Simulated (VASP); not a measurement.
Set up this calculation in VASP 6.6.1, as the native input.

```
Task                   : relaxation of cell and atoms
Functional             : PBE
Potentials or basis    : VASP PAW PBE potentials, release 64 (W_sv, Au)
Cutoff                 : 600 eV
k mesh                 : 8 × 8 × 8
Occupations            : fermi-dirac, width 0.05 eV
Spin                   : no spin polarisation
Target pressure        : 30 GPa
Further INCAR settings : ALGO = Fast; EDIFF = 1e-06; IBRION = 2; EDIFFG = -0.005; NSW = 60; ISIF = 3
Target pressure        : 30 GPa
```

The structure of WAu lies in POSCAR:

```
WAu
1.0
    0.0000000000      2.7479792600      2.7479792600
    2.7479792600      0.0000000000      2.7479792600
    2.7479792600      2.7479792600      0.0000000000
W Au
1 1
Direct
    0.0000000000      0.0000000000      0.0000000000
    0.7500000000      0.7500000000      0.7500000000
```

The cell was built by a generator and needn't be a form met in nature.

The input as run:

INCAR

```
PREC = Accurate
ENCUT = 600
EDIFF = 1E-6
ISMEAR = -1
SIGMA = 0.05
LREAL = F
LASPH = T
NELM = 60
ALGO = Fast
ISIF = 3
LWAVE = F
LCHARG = F
GGA = PE
IBRION = 2
NSW = 60
EDIFFG = -0.005
PSTRESS = 300
```

KPOINTS

```
regular mesh
0
Gamma
  8 8 8
```

Potentials or basis: VASP PAW PBE potentials, release 64 (W_sv, Au).

Run with:

```sh
$ cat potpaw_PBE.64/W_sv/POTCAR potpaw_PBE.64/Au/POTCAR > POTCAR
$ mpirun -np 1 vasp_std > vasp.out
```

Results of the run:

The relaxed volume is 21.00 Å³/atom and the relaxed cell is a = 3.902 Å, b = 3.902 Å, c = 3.902 Å, α = 60.00°, β = 60.00°, γ = 60.00°. The space group after relaxing (to 0.05 Å) is F-43m (No. 216). The energy change on relaxing (the enthalpy is what falls) is -48.7 meV/atom. The ionic steps are 4. The pressure after relaxing is 30.0 GPa. The band gap on the k mesh is none (metal or under the smearing width).

Caveat: the cell is relaxed towards a set pressure, so the enthalpy falls and the energy may rise.

Run time: 2.5 min on 1 thread of Intel(R) Xeon(R) Platinum 8175M CPU @ 2.50GHz (Skylake/Cascade Lake), on a shared host, peak memory 0.2 GiB.
